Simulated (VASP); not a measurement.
Wanted: the native input for a VASP 6.6.1 run.

| Item | Value |
| --- | --- |
| Task | band structure |
| Functional | LDA |
| Potentials or basis | VASP PAW LDA potentials, release 64 (Mo_sv, I) |
| Cutoff | 520 eV |
| k mesh | 5 × 5 × 5 |
| Occupations | fermi-dirac, width 0.05 eV |
| Spin | spin-orbit coupling, no magnetisation |
| Further INCAR settings | ALGO = Fast; EDIFF = 1e-06 |

The structure of MoI lies in POSCAR:

```
MoI
1.0
    0.0000000000      3.1788513800      3.1788513800
    3.1788513800      0.0000000000      3.1788513800
    3.1788513800      3.1788513800      0.0000000000
Mo I
1 1
Direct
    0.0000000000      0.0000000000      0.0000000000
    0.7500000000      0.7500000000      0.7500000000
```

The cell was built by a generator and needn't be a form met in nature.

One way to write it, as run:

INCAR

```
PREC     = Accurate       # precision mode
ENCUT    = 520            # plane-wave cutoff, eV
EDIFF    = 1E-6           # SCF threshold, eV
ISMEAR   = -1             # smearing method
SIGMA    = 0.05           # smearing width, eV
LREAL    = F              # projectors in reciprocal space
LASPH    = T              # aspherical terms in the spheres
NELM     = 100            # most SCF steps
ALGO     = Fast           # electronic algorithm
ISIF     = 2              # what is computed and relaxed
LWAVE    = F              # write WAVECAR
LCHARG   = F              # write CHGCAR
MAGMOM   = 0 0 0 0 0 0    # initial moments
LORBIT   = 11             # projections on sites
LSORBIT  = T              # spin-orbit coupling
GGA_COMPAT= F            
LMAXMIX  = 4              # l up to which the mixer works
```

KPOINTS

```
regular mesh
0
Gamma
  5 5 5
```

KPOINTS_OPT

```
path GXWKGLUWLK,UX
15
line-mode
reciprocal
 0.0000000000  0.0000000000  0.0000000000  G
 0.5000000000  0.0000000000  0.5000000000  X

 0.5000000000  0.0000000000  0.5000000000  X
 0.5000000000  0.2500000000  0.7500000000  W

 0.5000000000  0.2500000000  0.7500000000  W
 0.3750000000  0.3750000000  0.7500000000  K

 0.3750000000  0.3750000000  0.7500000000  K
 0.0000000000  0.0000000000  0.0000000000  G

 0.0000000000  0.0000000000  0.0000000000  G
 0.5000000000  0.5000000000  0.5000000000  L

 0.5000000000  0.5000000000  0.5000000000  L
 0.6250000000  0.2500000000  0.6250000000  U

 0.6250000000  0.2500000000  0.6250000000  U
 0.5000000000  0.2500000000  0.7500000000  W

 0.5000000000  0.2500000000  0.7500000000  W
 0.5000000000  0.5000000000  0.5000000000  L

 0.5000000000  0.5000000000  0.5000000000  L
 0.3750000000  0.3750000000  0.7500000000  K

 0.6250000000  0.2500000000  0.6250000000  U
 0.5000000000  0.0000000000  0.5000000000  X
```

Potentials or basis: VASP PAW LDA potentials, release 64 (Mo_sv, I).

Run with:

```bash
$ cat potpaw_LDA.64/Mo_sv/POTCAR potpaw_LDA.64/I/POTCAR > POTCAR
$ mpirun -np 1 vasp_ncl > vasp.out
```

Results of the run:

| Property | Result |
| --- | --- |
| Pressure | -11.3 GPa |
| Valence electrons inside the program's atomic spheres | Mo 12.32; I 4.28 |

Wall time 3.4 min on 1 thread of Intel(R) Xeon(R) 6975P-C (Granite Rapids) (shared host), peak memory 0.33 GiB.
